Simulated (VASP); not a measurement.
The system is Be3Se2O.

```
CELL_PARAMETERS angstrom
-1.70000 5.10000 2.40500
1.70000 -5.10000 2.40500
1.70000 5.10000 -2.40500
ATOMIC_POSITIONS crystal
Be 0.41670 0.25000 0.16670
Be 0.08330 0.25000 0.83330
Be 0.75000 0.25000 0.50000
Se 0.33330 0.00000 0.33330
Se 0.66670 0.00000 0.66670
O 0.00000 0.00000 0.00000
```

The cell was built by a generator and needn't be a form met in nature.

```yaml
Program: VASP 6.6.1
Task: relaxation of cell and atoms
Functional: PBE
Potentials_or_basis: VASP PAW PBE potentials, release 64 (Be, Se, O)
Cutoff: 520 eV
k_mesh: 5 × 5 × 5
Occupations: gaussian, width 0.15 eV
Spin: no spin polarisation
```

At the start: pressure 4.2 GPa; volume 13.90 Å³/atom.

Question: Where does the relaxation end?

Answer: Over 8 steps the energy falls by 353.1 meV/atom and the volume is 13.41 Å³/atom (-3.6 %); space group Imm2 (No. 44, to 0.05 Å).

Step by step:
| step | energy change (eV) | largest force (eV/Å) | pressure (GPa) | volume (Å³) |
| --- | --- | --- | --- | --- |
| 1 | 0.0000 | 3.4971 | 4.22 | 83.41 |
| 2 | -1.1211 | 2.0347 | -4.79 | 87.90 |
| 3 | -1.4455 | 1.2467 | -9.82 | 91.64 |
| 4 | -2.0817 | 0.6266 | -0.97 | 81.23 |
| 5 | -2.0837 | 0.5814 | -1.63 | 81.73 |
| 6 | -2.1135 | 0.1561 | 0.05 | 80.45 |
| 7 | -2.1138 | 0.1858 | 0.21 | 80.31 |
| 8 | -2.1188 | 0.0786 | 0.12 | 80.43 |

Final structure:
```
CELL_PARAMETERS angstrom
-1.70443 5.07297 2.32558
1.70443 -5.07297 2.32558
1.70443 5.07297 -2.32558
ATOMIC_POSITIONS crystal
Be 0.34077 0.20602 0.13475
Be 0.07128 0.20602 0.86525
Be 0.82535 0.32535 0.50000
Se 0.33931 0.00115 0.33816
Se 0.66299 0.00115 0.66184
O 0.01030 0.01030 0.00000
```

Caveat: the k mesh is coarse (spacing up to 0.45 Å⁻¹), so the values aren't converged.
